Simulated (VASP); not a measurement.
Consider the following.

```
CELL_PARAMETERS angstrom
      0.00000     3.31631     3.31631
      3.31631     0.00000     3.31631
      3.31631     3.31631     0.00000
ATOMIC_POSITIONS crystal
  Sr 0.00000 0.00000 0.00000
  Te 0.50000 0.50000 0.50000
```

Calculation: PBE GGA with D4 dispersion, VASP's PBE PAW potentials (set 64) (plane waves; VASP). Numerical set-up: 520 eV cut-off, 8×8×8 Γ-centred mesh, tetrahedra with Blöchl corrections, potentials Sr_sv Te.

Unless said otherwise, spin-orbit coupling is left out, though it shifts the bands of the heavy elements here.

**Question.** Estimate the energy per atom (σ→0), band gap (on the k-mesh) with the smallest direct gap where there is one.

**Answer.** 
The band gap (on the k-mesh) is 1.66 eV. The smallest direct gap (on the k-mesh) is 2.41 eV and the energy per atom (σ→0) is -4.439 eV/atom.

Only differences to runs with the same potentials and settings are physical.

The compound is SrTe in the rock salt structure. It was relaxed first.
